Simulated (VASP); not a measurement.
Rb (bcc): the bulk modulus from VASP (plane waves, PAW) at several levels of theory. Static lattice, third-order Birch-Murnaghan fit over five volumes.

```json
[
 {"level": "LDA", "bulk modulus (GPa)": "3.6"},
 {"level": "PBE", "bulk modulus (GPa)": "2.8"},
 {"level": "PBEsol", "bulk modulus (GPa)": "3.0"},
 {"level": "revPBE", "bulk modulus (GPa)": "2.4"},
 {"level": "PW91", "bulk modulus (GPa)": "2.8"},
 {"level": "PBE-D3 (zero damping)", "bulk modulus (GPa)": "3.3"},
 {"level": "optB86b-vdW", "bulk modulus (GPa)": "3.1"},
 {"level": "vdW-DF2", "bulk modulus (GPa)": "3.1"},
 {"level": "vdW-DF-cx", "bulk modulus (GPa)": "2.6"},
 {"level": "TPSS", "bulk modulus (GPa)": "2.5"},
 {"level": "SCAN", "bulk modulus (GPa)": "2.7"},
 {"level": "r2SCAN", "bulk modulus (GPa)": "2.7"}
]
```

The cell of the LDA run:

```
Rb
1.0
   -2.69195     2.69195     2.69195
    2.69195    -2.69195     2.69195
    2.69195     2.69195    -2.69195
Rb
1
Direct
  0.00000   0.00000   0.00000
```

Only levels that ran to the end are used. Left out are those held back, those with too coarse a band path, GW runs whose mesh misses a band edge, hybrids' fits of cells that aren't cubic and levels without matching references; a question may draw on a part of the rest.

The compound is Rb in the bcc structure.
